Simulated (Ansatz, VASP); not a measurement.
## BeGa3: VASP beside Ansatz

INCAR

```
SYSTEM = BeGa3
ALGO = Normal ; EDIFF = 1E-7
ENCUT = 520 ; GGA = PE
ISIF = 2 ; ISMEAR = -1
LASPH = .True. ; LCHARG = .False.
LREAL = .False. ; LWAVE = .False.
NBANDS = 28 ; NELM = 80
PREC = Accurate ; SIGMA = 0.05
```

Contents of KPOINTS:

```
k-points
0
Gamma
  9 9 9
  0 0 0
```

The input POSCAR:

```
BeGa3
1.0
   -2.0837011562      2.0837011562      3.8650310318
    2.0837011562     -2.0837011562      3.8650310318
    2.0837011562      2.0837011562     -3.8650310318
Ga Be
3 1
Direct
    0.5000000000      0.5000000000      0.0000000000
    0.2500000000      0.7500000000      0.5000000000
    0.7500000000      0.2500000000      0.5000000000
    0.0000000000      0.0000000000      0.0000000000
```

Contents of input.yaml:

```yaml
crystal:
  lattice:
    - [-2.0837011562, 2.0837011562, 3.8650310318]
    - [2.0837011562, -2.0837011562, 3.8650310318]
    - [2.0837011562, 2.0837011562, -3.8650310318]
  atoms:
    - { symbol: Ga, position: [0.5, 0.5, 0.0] }
    - { symbol: Ga, position: [0.25, 0.75, 0.5] }
    - { symbol: Ga, position: [0.75, 0.25, 0.5] }
    - { symbol: Be, position: [0.0, 0.0, 0.0] }
hamiltonian:
  xc: pbe
  pseudopotentials: { kind: paw }
kpoints:
  mp_grid: { grid: [9, 9, 9] }
scf:
  occupations: { method: fermi_dirac, width: 0.05 }
output:
  forces: true
  stress: true
  eigenvalues: true
  write_density: true
  write_potential: true
  elf: true
  volumetric_format: npy
```

Change from the starting cell: volume scaled by 1.06.

Alike in both runs: task single point; functional PBE; k mesh 9 × 9 × 9; occupations fermi-dirac, width 0.05 eV; no spin polarisation.

```csv
,VASP,Ansatz
version,VASP 6.6.1,Ansatz 0.2.0
potentials or method,"VASP PAW PBE potentials, release 64 (Ga_d, Be)",Ansatz PAW
plane-wave cutoff (eV),520,420
valence electrons in the cell,41,41
```

|  | VASP | Ansatz | Ansatz less VASP |
| --- | --- | --- | --- |
| gap on the k mesh at the Fermi level (eV) | none | none | - |
| pressure (GPa) | -3.2 | -3.2 | -0.06 |
| largest component of the traceless stress (GPa) | 2.13 | 2.13 | -0.005 |

A gap of «none» marks a metal or a gap that the smearing closes. With one functional, cell and mesh, what is left measures potentials, basis and numerics.
